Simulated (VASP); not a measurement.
Set up this calculation in VASP 6.6.1, as the native input.

- Task: relaxation of cell and atoms
- Functional: PBE
- Potentials or basis: VASP PAW PBE potentials, release 64 (B, W_sv)
- Cutoff: 600 eV
- k mesh: 6 × 6 × 4
- Occupations: gaussian, width 0.1 eV
- Spin: no spin polarisation
- Dipole correction: no
- Further INCAR settings: ALGO = Fast; EDIFF = 1e-06; IBRION = 2; EDIFFG = -0.04; NSW = 90; ISIF = 3

The structure of BW5 lies in POSCAR:

```
BW5
1.0
    5.2490381700      0.0000000000      0.0000000000
   -2.6245190900      4.5458004000      0.0000000000
    0.0000000000      0.0000000000      4.1711574200
B W
1 5
Direct
    0.0000000000      0.0000000000      0.0000000000
    0.3333333300      0.6666666700      0.0000000000
    0.6666666700      0.3333333300      0.0000000000
    0.5000000000      0.0000000000      0.5000000000
    0.5000000000      0.5000000000      0.5000000000
    0.0000000000      0.5000000000      0.5000000000
```

The cell was built by a generator and needn't be a form met in nature.

The cell isn't the ideal one: species swapped into the PrCo5 type (P6/mmm, No. 191).

The input as run:

INCAR

```
SYSTEM = BW5
  PREC = Accurate
  ENCUT = 600
  EDIFF = 1E-6
  ISMEAR = 0
  SIGMA = 0.1
  LREAL = .FALSE.
  LASPH = .TRUE.
  NELM = 100
  ALGO = Fast
  ISIF = 3
  LWAVE = .FALSE.
  LCHARG = .FALSE.
  GGA = PE
  IBRION = 2
  NSW = 90
  EDIFFG = -0.04
```

KPOINTS

```
regular mesh
0
G
  6 6 4
  0 0 0
```

Potentials or basis: VASP PAW PBE potentials, release 64 (B, W_sv).

The run is started by

```sh
$ cat potpaw_PBE.64/B/POTCAR potpaw_PBE.64/W_sv/POTCAR > POTCAR
$ mpirun -np 1 vasp_std > vasp.out
```

Results of the run:

```json
{
  "Relaxed volume": "17.70 Å³/atom",
  "Relaxed cell": "a = 5.046 Å, b = 5.046 Å, c = 4.815 Å, α = 90.00°, β = 90.00°, γ = 120.00°",
  "Space group after relaxing (to 0.05 Å)": "P6/mmm (No. 191)",
  "Energy gained by relaxing": "262.8 meV/atom",
  "Ionic steps": "16",
  "Pressure after relaxing": "0.1 GPa",
  "Band gap on the k mesh": "none (metal or under the smearing width)"
}
```

Caveat: the k mesh is coarse (spacing up to 0.38 Å⁻¹), so the values aren't converged.

Run time: 11 min on 1 thread of Intel(R) Xeon(R) 6975P-C (Granite Rapids), on a shared host, peak memory 0.3 GiB.
